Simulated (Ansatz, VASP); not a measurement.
# Ni (Ni wire along [110], 9 atoms a period) in two plane-wave programs

One calculation is typed for both programs; each brings its own data sets. How far apart do they land? Of the first pair: The structure shown is the start of the Ansatz relaxation below; VASP solves that cell, so the two are compared at the walk's first step.

Main program and level: Ansatz 0.2.0; plane waves, with VASP 6.6.1 beside it; single point at PBE.

## Step 1: The starting structure

The cell holds 9 atoms: 9 Ni. Cell: a = 13.840 Å, b = 11.778 Å, c = 2.489 Å, α = 90.0°, β = 90.0°, γ = 90.0°. Vacuum lies along a and b. The structure's axis is c.

As a file:

```cif
data_structure
_symmetry_space_group_name_H-M 'P 1'
_symmetry_Int_Tables_number 1
_cell_length_a 13.8400
_cell_length_b 11.7780
_cell_length_c 2.4890
_cell_angle_alpha 90.000
_cell_angle_beta 90.000
_cell_angle_gamma 90.000
_cell_volume 405.73
loop_
_atom_site_label
_atom_site_type_symbol
_atom_site_fract_x
_atom_site_fract_y
_atom_site_fract_z
_atom_site_occupancy
Ni1 Ni 0.24566 0.50000 0.00000 1
Ni2 Ni 0.50000 0.71133 0.00000 1
Ni3 Ni 0.50000 0.50000 0.00000 1
Ni4 Ni 0.75434 0.50000 0.00000 1
Ni5 Ni 0.37283 0.39434 0.50000 1
Ni6 Ni 0.37283 0.60566 0.50000 1
Ni7 Ni 0.62717 0.39434 0.50000 1
Ni8 Ni 0.62717 0.60566 0.50000 1
Ni9 Ni 0.50000 0.28867 0.00000 1
```

## Step 2: Ansatz: relaxation, PBE

Ansatz runs on its PAW soft_1 files.

The two programs are compared at the cell with which this relaxation starts, whose forces are those of its first step.

input.yaml reads:

```yaml
crystal:
  lattice:
    - [13.84, 0.0, 0.0]
    - [0.0, 11.778, 0.0]
    - [0.0, 0.0, 2.4890158698]
  atoms:
    - { symbol: Ni, position: [0.24566474, 0.500001347, 0.0], spin: 0.8 }
    - { symbol: Ni, position: [0.5, 0.711328896, 0.0], spin: 0.8 }
    - { symbol: Ni, position: [0.5, 0.500001347, 0.0], spin: 0.8 }
    - { symbol: Ni, position: [0.75433526, 0.500001347, 0.0], spin: 0.8 }
    - { symbol: Ni, position: [0.37283237, 0.394337573, 0.5], spin: 0.8 }
    - { symbol: Ni, position: [0.37283237, 0.605665122, 0.5], spin: 0.8 }
    - { symbol: Ni, position: [0.62716763, 0.394337573, 0.5], spin: 0.8 }
    - { symbol: Ni, position: [0.62716763, 0.605665122, 0.5], spin: 0.8 }
    - { symbol: Ni, position: [0.5, 0.288673799, 0.0], spin: 0.8 }
magnetization:
  spin_polarized: true
kpoints:
  mp_grid: { grid: [1, 1, 33] }
scf:
  occupations: { method: fermi_dirac, width: 0.05 }
hamiltonian:
  xc: pbe
  pseudopotentials: { kind: paw, azcp: { folder: soft_1 } }
relax:
  cell: { fix: [a, b, alpha, beta, gamma] }
  max_steps: 45
  f_tol: 0.03
```

The run is started by

```
ansatz run input.yaml --threads 4 --pin off --max-ram 16384MiB --backend cpu --events-out ev --progress --plain --runs-dir out
```

Numbers of over 12 decimals in the logs are rounded to 6 here.

Log:

```text
Engine: ansatz 0.2.0, x86_64-unknown-linux-gnu
Pseudopotentials: kind: paw
Pseudopotential: Ni, paw, valence charge 18, recommended cutoff 420 eV (normal), soft_1/Ni.paw.azcp
Functional definition: PBE
  parameter kappa = 0.804
  parameter beta = 0.066725
  exchange = pbe_x(kappa = kappa, mu = beta*pi^2/3)
  correlation = pbe_c(beta = beta)
Crystal: 9 atoms, lattice volume = 405.728 Å³
Basis set: ecut = 420 eV, 7925 PW (Γ), exchange–correlation on 192×160×36 points (8 copies of the dense FFT grid, shifted against one another)
Bands: 102, of which v1, the nominal top of the filled ones, is band 81 counted from 1 (80 counted from 0)
Symmetry: 8 space group operations
Space group: Pmmm (ITA 47), of the structure as read, at distance tolerance 7.4e-5 Å
Magnetic group: BNS 47.249 (UNI 347), of the structure as read, at distance tolerance 7.4e-5 Å
k-points: 17 of 33
Non-local potential: Ni, projectors of the file, l = 0: 3, l = 1: 2, l = 2: 3, l = 3: 1
PAW form: soft (Blöchl's): semilocal exchange-correlation on the pseudo side does not see the compensation charge
PAW one-centre angular grid: Ni, 590 points (default); XC on 64 Gauss nodes
Initial density: superposition of atomic densities (neutral atoms: chi_scale 0, normalization atom)
Starting moments: Σ|m| = 7.2 μB on 9 of 9 sites
Initial wavefunctions: pseudopotential atomic-orbital guess
Functional: x = pbe(κ = 0.804, μ = 0.219515), c = pbe(β = 0.066725)
SCF iter   1: F=—  HF=-52541.298169 eV  |F-HF|=—  |Δ(HF+E_count)|=         —  Δρ=1.83e-2 (↑1.83e-2 ↓1.66e-2)  dr2=1.39e1  dr2_m=5.29e-1  M=7.471 μB ∫|m|=7.801 μB  β_m=0.30  ethr=3.10e-3  ⟨swp⟩=8.0  Hψ=17099  notcnv=0  defer=59
Mixer restart at iter 1: flushing history
preconditioner: auto → LDOS  [metal: Δε(μ)=0.004 eV  Ē_g=6.212 eV  σ=0.050 eV  W_gap=0.02  n_scr=74 (ndim 8)  ℏωp=17.5 eV  f_vac=0.629  D(μ)=24.41/eV (n_scr^D=260)]
spin=Collinear: LDOS preconditioning applied to the charge; magnetization (m = ρ↑ − ρ↓) channel mixes plain (no charge-response kernel on spin).
SCF iter   2: F=—  HF=-52543.083967 eV  |F-HF|=—  |Δ(HF+E_count)|=    1.79e0  Δρ=1.74e-2 (↑1.74e-2 ↓8.50e-3)  dr2=3.03e0  dr2_m=3.41e-1  M=7.550 μB ∫|m|=7.976 μB  β_m=0.39  ethr=3.10e-3  ⟨swp⟩=2.7  Hψ=5873  notcnv=0  defer=315
SCF iter   3: F=—  HF=-52547.445819 eV  |F-HF|=—  |Δ(HF+E_count)|=    4.36e0  Δρ=8.80e-3 (↑4.68e-3 ↓8.80e-3)  dr2=2.73e-1  dr2_m=1.25e-1  M=7.583 μB ∫|m|=8.170 μB  β_m=0.43  ethr=1.87e-3  ⟨swp⟩=2.9  Hψ=5565  notcnv=0  defer=324
SCF iter   4: F=—  HF=-52548.756406 eV  |F-HF|=—  |Δ(HF+E_count)|=         —  Δρ=5.08e-3 (↑5.08e-3 ↓3.68e-3)  dr2=1.96e-1  dr2_m=2.39e-2  M=7.431 μB ∫|m|=8.114 μB  β_m=0.43  ethr=1.68e-4  ⟨swp⟩=2.9  Hψ=5799  notcnv=0  defer=337
SCF iter   5: F=—  HF=-52549.294264 eV  |F-HF|=—  |Δ(HF+E_count)|=   5.38e-1  Δρ=2.72e-3 (↑1.32e-3 ↓2.72e-3)  dr2=4.19e-2  dr2_m=6.23e-3  M=7.277 μB ∫|m|=8.021 μB  β_m=0.63  ethr=1.21e-4  ⟨swp⟩=2.0  Hψ=5342  notcnv=0  defer=337
SCF iter   6: F=—  HF=-52549.471576 eV  |F-HF|=—  |Δ(HF+E_count)|=   1.77e-1  Δρ=2.80e-3 (↑8.09e-4 ↓2.80e-3)  dr2=2.18e-2  dr2_m=9.55e-3  M=7.118 μB ∫|m|=7.903 μB  β_m=0.81  ethr=2.59e-5  ⟨swp⟩=2.1  Hψ=5682  notcnv=0  defer=338
SCF iter   7: F=—  HF=-52549.495125 eV  |F-HF|=—  |Δ(HF+E_count)|=   2.35e-2  Δρ=2.48e-3 (↑1.89e-3 ↓2.48e-3)  dr2=4.17e-2  dr2_m=7.05e-4  M=7.082 μB ∫|m|=7.882 μB  β_m=0.65  ethr=1.34e-5  ⟨swp⟩=2.5  Hψ=6709  notcnv=0  defer=338
SCF iter   8: F=—  HF=-52549.489186 eV  |F-HF|=—  |Δ(HF+E_count)|=   5.94e-3  Δρ=4.80e-4 (↑1.77e-4 ↓4.80e-4)  dr2=6.84e-4  dr2_m=2.44e-4  M=7.067 μB ∫|m|=7.857 μB  β_m=0.73  ethr=1.34e-5  ⟨swp⟩=2.0  Hψ=6440  notcnv=0  defer=338
SCF iter   9: F=—  HF=-52549.489295 eV  |F-HF|=—  |Δ(HF+E_count)|=   1.10e-4  Δρ=2.78e-4 (↑1.78e-4 ↓2.78e-4)  dr2=4.05e-4  dr2_m=4.38e-5  M=7.066 μB ∫|m|=7.854 μB  β_m=0.59  ethr=4.22e-7  ⟨swp⟩=2.8  Hψ=6919  notcnv=0  defer=338
[...]
spin=Collinear: LDOS preconditioning applied to the charge; magnetization (m = ρ↑ − ρ↓) channel mixes plain (no charge-response kernel on spin).
[...]
SCF 7 converged in 10 iterations: F = -52549.864830 eV  dr2 = 7.31e-10
relax step   7: F+E_penalty+E_count = -52549.86483012 eV  Δ(F+E_penalty+E_count) = -5.669e-5 eV  max|allowed force component| = 7.548e-4 eV/Å  Δτ_max = 0.0013 Å  P = -0.009 GPa  Ω = 394.619 Å³  energy of the carried Pulay correction = -2.115e-5 eV  fix = [a, b, alpha, beta, gamma]  reactions: a -0.015, b -0.012 GPa  (10 SCF iters, dr2 threshold 6.37e-9 eV, accepted)
iter 1 solved again at ethr=4.75e-6 eV; its pass at ethr=3.10e-3 eV (dr2=7.69e-3 eV) is discarded
SCF iter   1: F=—  HF=-52549.863420 eV  |F-HF|=—  |Δ(HF+E_count)|=         —  Δρ=2.74e-5 (↑2.74e-5 ↓2.47e-5)  dr2=1.13e-6  dr2_m=1.23e-7  M=6.773 μB ∫|m|=7.536 μB  β_m=0.65  ethr=4.75e-6  ⟨swp⟩=3.2  Hψ=24494  notcnv=0
eigensolver tolerance schedule: the retry pair's looser diagonalisation over-reported the residual by 6783.48 of it (diagonalisation noise at an unbounded share of the residual, at the tolerance the schedule requests for it); recorded, not acted on — ethr = c·dr2/N_el stays at c = 1.0e-1
preconditioner: auto → LDOS  [metal: Δε(μ)=0.005 eV  Ē_g=6.214 eV  σ=0.050 eV  W_gap=0.03  n_scr=30 (ndim 8)  ℏωp=17.7 eV  f_vac=0.663  D(μ)=15.66/eV (n_scr^D=98)]
spin=Collinear: LDOS preconditioning applied to the charge; magnetization (m = ρ↑ − ρ↓) channel mixes plain (no charge-response kernel on spin).
SCF iter   2: F=—  HF=-52549.864508 eV  |F-HF|=—  |Δ(HF+E_count)|=   1.09e-3  Δρ=1.02e-5 (↑9.73e-6 ↓1.02e-5)  dr2=3.47e-7  dr2_m=3.33e-8  M=6.772 μB ∫|m|=7.535 μB  β_m=0.41  ethr=6.99e-10  ⟨swp⟩=4.3  Hψ=10736  notcnv=0
SCF iter   3: F=—  HF=-52549.864558 eV  |F-HF|=—  |Δ(HF+E_count)|=   5.04e-5  Δρ=8.34e-6 (↑8.34e-6 ↓7.55e-6)  dr2=1.07e-7  dr2_m=1.27e-8  M=6.772 μB ∫|m|=7.535 μB  β_m=0.70  ethr=2.14e-10  ⟨swp⟩=2.9  Hψ=5411  notcnv=0
SCF iter   4: F=—  HF=-52549.864786 eV  |F-HF|=—  |Δ(HF+E_count)|=   2.27e-4  Δρ=3.44e-6 (↑2.86e-6 ↓3.44e-6)  dr2=7.46e-8  dr2_m=1.94e-9  M=6.772 μB ∫|m|=7.535 μB  β_m=0.66  ethr=6.62e-11  ⟨swp⟩=4.4  Hψ=8099  notcnv=0
SCF iter   5: F=—  HF=-52549.864826 eV  |F-HF|=—  |Δ(HF+E_count)|=   4.06e-5  Δρ=1.05e-6 (↑1.05e-6 ↓9.28e-7)  dr2=6.98e-9  dr2_m=1.12e-10  M=6.772 μB ∫|m|=7.535 μB  β_m=0.65  ethr=4.61e-11  ⟨swp⟩=3.6  Hψ=6564  notcnv=0
SCF iter   6: F=—  HF=-52549.864841 eV  |F-HF|=—  |Δ(HF+E_count)|=   1.50e-5  Δρ=4.13e-7 (↑4.13e-7 ↓3.15e-7)  dr2=2.33e-9  dr2_m=5.83e-11  M=6.772 μB ∫|m|=7.535 μB  β_m=0.57  ethr=4.31e-12  ⟨swp⟩=4.7  Hψ=8667  notcnv=0
SCF iter   7: F=—  HF=-52549.864842 eV  |F-HF|=—  |Δ(HF+E_count)|=   5.37e-7  Δρ=1.43e-7 (↑1.43e-7 ↓1.04e-7)  dr2=2.40e-10  dr2_m=1.25e-11  M=6.772 μB ∫|m|=7.535 μB  β_m=0.69  ethr=1.44e-12  ⟨swp⟩=2.7  Hψ=5342  notcnv=0
SCF iter   8: F=—  HF=-52549.864842 eV  |F-HF|=—  |Δ(HF+E_count)|=   6.05e-8  Δρ=5.18e-8 (↑5.18e-8 ↓4.73e-8)  dr2=3.28e-11  dr2_m=5.19e-12  M=6.772 μB ∫|m|=7.535 μB  β_m=0.78  ethr=1.00e-12  ⟨swp⟩=2.8  Hψ=5405  notcnv=0
SCF iter   9: F=-52549.864842 eV  HF=-52549.864842 eV  |F-HF|=2.91e-10  |Δ(HF+E_count)|=   1.59e-9  Δρ=9.00e-8 (↑2.19e-8 ↓9.00e-8)  dr2=7.36e-11  dr2_m=6.30e-12  M=6.772 μB ∫|m|=7.535 μB  ethr=1.00e-12  ⟨swp⟩=3.1  Hψ=12960  notcnv=0
SCF 8 converged in 9 iterations: F = -52549.864842 eV  dr2 = 7.36e-11
relax step   8: F+E_penalty+E_count = -52549.86484181 eV  Δ(F+E_penalty+E_count) = -1.169e-5 eV  max|allowed force component| = 7.560e-4 eV/Å  Δτ_max = 0.0000 Å  P = -0.009 GPa  Ω = 394.619 Å³  fix = [a, b, alpha, beta, gamma]  reactions: a -0.015, b -0.012 GPa  stress off target by 5.53e-4 GPa on what of the cell is left free  SCF on the basis re-selected at this cell (its energy is not comparable with the rows above)  (9 SCF iters)
basis re-selected at this cell: Δ(F+E_penalty+E_count) = -1.169e-5 eV, ΔP = -0.000 GPa vs the last step (what re-selecting the basis moved, of the pressure what is left beyond the Pulay correction that the steps carried, after the strain that the cell walked since its last selection, with what the two solves' SCF thresholds leave and, on support functions, any second-order correction that the steps lacked; it is no m [...]
SCF converged after 9 iterations
Magnetization: 6.7721 μB (84.3860 up, 77.6140 down)
Absolute magnetization: 7.5443 μB (∫|ρ↑−ρ↓|, with the PAW one-centre terms)
Spin contamination: 0.0915 ħ² per cell (⟨S²⟩ above its minimum at these occupations)
Per-site moments (μB) at R_I (Å): [(0.769379, 0.981179), (0.751649, 0.991932), (0.847450, 0.998605), (0.769379, 0.981179), (0.768804, 0.981179), (0.768804, 0.981179), (0.768804, 0.981179), (0.768804, 0.981179), (0.751649, 0.991932)]
Free energy (F): -52549.864842 eV
Harris-Foulkes:  -52549.864842 eV  (|F-HF|=2.91e-10)
Internal energy: -52549.733958 eV  (E = F + TS)
E sigma→0 (E₀):  -52549.799400 eV
Entropy (-TS):   -0.130884 eV (-14.543 meV/atom)
Fermi energy:    1.025909 eV
--- Per-component energies (eV) ---
  E_band       = -5303.501731
  E_kinetic    = 3048.061130
  E_local      = -142322.225607  (includes V_loc(G=0)·N_el)
  E_nonlocal   = -1039.067414
  E_hartree    = 70865.246274
  E_xc         = -1004.020070
  E_vxc        = -1294.194595  (∫ρ·V_xc dr)
  E_paw        = -14930.021545  (= ΣΔE_a)
  E_vpaw       = -5426.577433  (= ΣTr[D̂ρ^β])
  E_aug_tail   = 0.008804  (compensation charges beyond the density's cutoff)
  E_ewald      = 32832.284472
  E_smearing   = -0.130884  (= −TS)
  E_closure    = -0.000000  (closes the sum)
  Σ components = -52549.864842   (vs F -52549.864842, Δ=0.00e0)
--- Forces (eV/Å), atoms counted from 1 ---
  atom   1  Ni     0.00063261    -0.00000000     0.00000000
  atom   2  Ni    -0.00000000     0.00075599     0.00000000
  atom   3  Ni    -0.00000000     0.00000000     0.00000000
  atom   4  Ni    -0.00063261    -0.00000000     0.00000000
  atom   5  Ni     0.00012583     0.00056167     0.00000000
  atom   6  Ni     0.00012583    -0.00056167     0.00000000
  atom   7  Ni    -0.00012583     0.00056167     0.00000000
  atom   8  Ni    -0.00012583    -0.00056167     0.00000000
  atom   9  Ni    -0.00000000    -0.00075599     0.00000000
  max |Σ_I F_I| component: 1.08e-19 eV/Å
--- Stress (GPa, compression-positive) ---
       -0.014840      -0.000000      -0.000000
       -0.000000      -0.012419       0.000000
       -0.000000       0.000000       0.000553
  P = ⅓ Tr σ = -0.0089 GPa (-0.089 kbar)
--- Relaxed structure (6 steps of the walk, 5 accepted, 2 SCFs on fresh bases) ---
  F+E_penalty+E_count = -52549.86484181 eV   max|allowed force component| = 7.560e-4 eV/Å   (the final SCF, on the basis selected at the relaxed cell)
  cell:  # Å, volume = 394.6186 Å³
    - [13.84, 0.0, 0.0]
    - [0.0, 11.778, 0.0]
    - [0.0, 0.0, 2.420861]
  atoms:
    - { symbol: Ni, position: [0.260171, 0.500000, 0.0] }
    - { symbol: Ni, position: [0.5, 0.707477, 0.0] }
    - { symbol: Ni, position: [0.5, 0.500000, 0.0] }
    - { symbol: Ni, position: [0.739829, 0.500000, 0.0] }
    - { symbol: Ni, position: [0.375476, 0.391071, 0.5] }
    - { symbol: Ni, position: [0.375476, 0.608929, 0.5] }
    - { symbol: Ni, position: [0.624524, 0.391071, 0.5] }
    - { symbol: Ni, position: [0.624524, 0.608929, 0.5] }
    - { symbol: Ni, position: [0.5, 0.292523, 0.0] }
```

(Part 1 of 2 ends here.)

[Lines on the potential files, build, host, timing and source positions are cut from VASP's logs without a mark.]

[Logs are printed without paths, hosts, clocks, repeated set-up lines and the standing remarks that a program may print on its own settings, such as how far it seeks lower states.]

[Hosts, paths, dates, database ids (printed as entryN), source tags and the programs' standing remarks are cut or masked in the printed files.]
